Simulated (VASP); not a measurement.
These are SCAN meta-GGA, VASP's PBE PAW potentials (set 64) (plane waves; VASP 6.6.1) values and carry that method's errors.

Input for VASP

**KPOINTS**
```
K-points
0
gamma
 11 11 11
```

INCAR:
```
SYSTEM = PdIn
PREC = Accurate; ENCUT = 520; LREAL = .FALSE.
LASPH = .TRUE.
EDIFF = 1E-7; NELM = 100; ALGO = Normal
LMAXMIX = 4; LMIXTAU = .TRUE.
ISMEAR = 1; SIGMA = 0.1
METAGGA = SCAN
ISIF = 2
LWAVE = .FALSE.; LCHARG = .FALSE.
```

**POSCAR**
```
PdIn
3.2572820
  1.0000001268   0.0000000000   0.0000000000
  0.0000000000   1.0000001268   0.0000000000
  0.0000000000   0.0000000000   1.0000001268
In Pd
1 1
Direct
  0.5000000000   0.5000000000   0.5000000000
  0.0000000000   0.0000000000   0.0000000000
```

POTCAR, in this order: In_d Pd (PBE.64 set). Program: vasp_std.

Output of the run:

File OUTCAR:
```
 ion  position               nearest neighbor table
   1  0.500  0.500  0.500-   2 2.82   2 2.82   2 2.82   2 2.82   2 2.82   2 2.82   2 2.82   2 2.82
  LATTYP: Found a simple cubic cell.
 ALAT       =     3.2572824131
 Subroutine PRICEL returns:
 Original cell was already a primitive cell.
 Subroutine GETGRP returns: Found 48 space group operations
The static configuration has the point symmetry O_h .
The dynamic configuration has the point symmetry O_h .
 Subroutine INISYM returns: Found 48 space group operations
 Subroutine IBZKPT returns following result:
 Found     56 irreducible k-points:

 Following reciprocal coordinates:
            Coordinates               Weight
  0.000000  0.000000  0.000000      1.000000
  0.090909  0.000000  0.000000      6.000000
  0.181818  0.000000  0.000000      6.000000
  0.272727  0.000000  0.000000      6.000000
  0.363636  0.000000  0.000000      6.000000
  0.454545  0.000000  0.000000      6.000000
  0.090909  0.090909  0.000000     12.000000
  0.181818  0.090909  0.000000     24.000000
  0.272727  0.090909  0.000000     24.000000
  0.363636  0.090909  0.000000     24.000000
  0.454545  0.090909  0.000000     24.000000
  0.181818  0.181818  0.000000     12.000000
  0.272727  0.181818  0.000000     24.000000
  0.363636  0.181818  0.000000     24.000000
  0.454545  0.181818  0.000000     24.000000
  0.272727  0.272727  0.000000     12.000000
  0.363636  0.272727  0.000000     24.000000
  0.454545  0.272727  0.000000     24.000000
  0.363636  0.363636  0.000000     12.000000
  0.454545  0.363636  0.000000     24.000000
  0.454545  0.454545  0.000000     12.000000
  0.090909  0.090909  0.090909      8.000000
  0.181818  0.090909  0.090909     24.000000
  0.272727  0.090909  0.090909     24.000000
  0.363636  0.090909  0.090909     24.000000
...
```

OSZICAR:
```
       N       E                     dE             d eps       ncg     rms          rms(c)
DAV:   1     0.106283651612E+03    0.10628E+03   -0.11816E+04  1695   0.209E+03
DAV:   2    -0.648789432526E+02   -0.17116E+03   -0.16703E+03  1757   0.424E+02
DAV:   3    -0.731268464942E+02   -0.82479E+01   -0.81257E+01  2107   0.989E+01
DAV:   4    -0.732802566379E+02   -0.15341E+00   -0.15326E+00  2054   0.129E+01
DAV:   5    -0.732874375286E+02   -0.71809E-02   -0.71807E-02  2545   0.247E+00    0.828E+00
DAV:   6    -0.670835111790E+02    0.62039E+01   -0.67006E+00  1813   0.387E+01    0.352E+00
DAV:   7    -0.671733997161E+02   -0.89889E-01   -0.40123E-01  1834   0.822E+00    0.284E+00
DAV:   8    -0.671594516711E+02    0.13948E-01   -0.64263E-01  2030   0.831E+00    0.254E+00
DAV:   9    -0.671639563599E+02   -0.45047E-02   -0.28338E-01  1890   0.653E+00    0.157E+00
DAV:  10    -0.671878330954E+02   -0.23877E-01   -0.99417E-02  1806   0.314E+00    0.777E-01
DAV:  11    -0.671760747839E+02    0.11758E-01   -0.33560E-02  2072   0.221E+00    0.439E-01
DAV:  12    -0.671780344416E+02   -0.19597E-02   -0.41238E-03  1911   0.596E-01    0.320E-01
DAV:  13    -0.671780309923E+02    0.34493E-05   -0.25169E-03  1981   0.541E-01    0.130E-01
DAV:  14    -0.671797496375E+02   -0.17186E-02   -0.11566E-03  1834   0.341E-01    0.952E-02
DAV:  15    -0.671797016314E+02    0.48006E-04   -0.64127E-05  2219   0.809E-02    0.462E-02
DAV:  16    -0.671799052288E+02   -0.20360E-03   -0.19502E-05  2204   0.502E-02    0.220E-02
DAV:  17    -0.671798696221E+02    0.35607E-04   -0.29728E-06  2135   0.178E-02    0.521E-03
DAV:  18    -0.671798833288E+02   -0.13707E-04   -0.82880E-07  1898   0.112E-02    0.153E-03
DAV:  19    -0.671798821344E+02    0.11944E-05   -0.16710E-07  1761   0.481E-03    0.546E-04
DAV:  20    -0.671798817318E+02    0.40258E-06   -0.13527E-08  1008   0.155E-03    0.550E-04
DAV:  21    -0.671798817190E+02    0.12837E-07   -0.11258E-08   980   0.118E-03
   1 F= -.67179882E+02 E0= -.67179464E+02  d E =-.125363E-02
```

OUTCAR:
```
------------------------ aborting loop because EDIFF is reached ----------------------------------------
  FORCE on cell =-STRESS in cart. coord.  units (eV):
  Direction    XX          YY          ZZ          XY          YZ          ZX
  --------------------------------------------------------------------------------------
  Total       -0.0529699     -0.0529699     -0.0529699      0.0000000     -0.0000000      0.0000000
  in kB       -2.4556875     -2.4556875     -2.4556875      0.0000000     -0.0000000      0.0000000
  external PRESSURE =      -2.4556875 kB  Pullay stress =       0.0000000 kB
  volume of cell :       34.56
      direct lattice vectors                 reciprocal lattice vectors
     3.257282413  0.000000000  0.000000000     0.307004390  0.000000000  0.000000000
     0.000000000  3.257282413  0.000000000     0.000000000  0.307004390  0.000000000
     0.000000000  0.000000000  3.257282413     0.000000000  0.000000000  0.307004390
 POSITION                                       TOTAL-FORCE (eV/Angst)
 -----------------------------------------------------------------------------------
      1.62864      1.62864      1.62864         0.000000      0.000000      0.000000
      0.00000      0.00000      0.00000         0.000000      0.000000      0.000000
 -----------------------------------------------------------------------------------
    total drift:                                0.000000      0.000000     -0.000000
  FREE ENERGIE OF THE ION-ELECTRON SYSTEM (eV)
  ---------------------------------------------------
  free  energy   TOTEN  =       -67.1798817190 eV

  energy  without entropy=      -67.1786280938  energy(sigma->0) =      -67.17946384
```
(Selected blocks of OUTCAR.)

The compound is PdIn in the CsCl type structure. It was relaxed first. The electron count is odd and the run is not spin-polarised, which forces a metal.
